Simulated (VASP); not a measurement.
VASP input:

POSCAR:
```
CdF2
1
    0.0000000000     2.6411000000     2.6411000000
    2.6411000000     0.0000000000     2.6411000000
    2.6411000000     2.6411000000     0.0000000000
Cd F
1 2
Direct
  0.0003340000  -0.0021710000  -0.0021310000
  0.2466120000   0.2542770000   0.2521160000
  0.7530530000   0.7478940000   0.7500140000
```

KPOINTS:
```
Automatic mesh
0
Gamma
6 6 6
0 0 0
```

**INCAR**
```
# general
SYSTEM =CdF2
PREC   =Accurate
ENCUT  =400   # plane-wave cut-off (eV)
LREAL  =.False.
LASPH  =.True.   # aspherical one-centre terms

# electronic loop
EDIFF  =1E-6
NELM   =100   # most electronic steps
ALGO   =Normal   # blocked Davidson
LMAXMIX=4   # l cut-off of mixed one-centre charges

# smearing
ISMEAR =-1
SIGMA  =0.02   # width (eV)

# functional
GGA    =PS   # PBEsol

# ions
ISIF   =2   # forces and stress, cell fixed

# output
LWAVE  =.False.
LCHARG =.False.
```

POTCAR, in this order: Cd F (PBE.64 set). Program: vasp_std.

Q: Write an equivalent input for Ansatz.

A: One equivalent input (not run):
Ansatz 0.2 input:
```yaml
crystal:
  lattice:
    - [0.0000000, 2.6411000, 2.6411000]
    - [2.6411000, 0.0000000, 2.6411000]
    - [2.6411000, 2.6411000, 0.0000000]
  atoms:
    - { symbol: Cd, position: [0.0003340, -0.0021710, -0.0021310] }
    - { symbol: F, position: [0.2466120, 0.2542770, 0.2521160] }
    - { symbol: F, position: [0.7530530, 0.7478940, 0.7500140] }
kpoints:
  mp_grid: { grid: [6, 6, 6] }
hamiltonian:
  xc: pbesol
  pseudopotentials: { kind: paw }
scf:
  occupations: { method: fermi_dirac, width: 0.02 }
  max_iter: 100
output: { forces: true, stress: true, eigenvalues: true }
```
What does not carry over: each code has its own PAW files, so the cut-off isn't converted (ENCUT is set for VASP's; basis.ecutwfc is left out, and Ansatz then takes the one that its files recommend); Ansatz stops its SCF on the density residual and VASP on the energy change (EDIFF).

The structure is a typed CdF2 crystal. The cell was not relaxed at this level, atoms are displaced from their ideal sites.
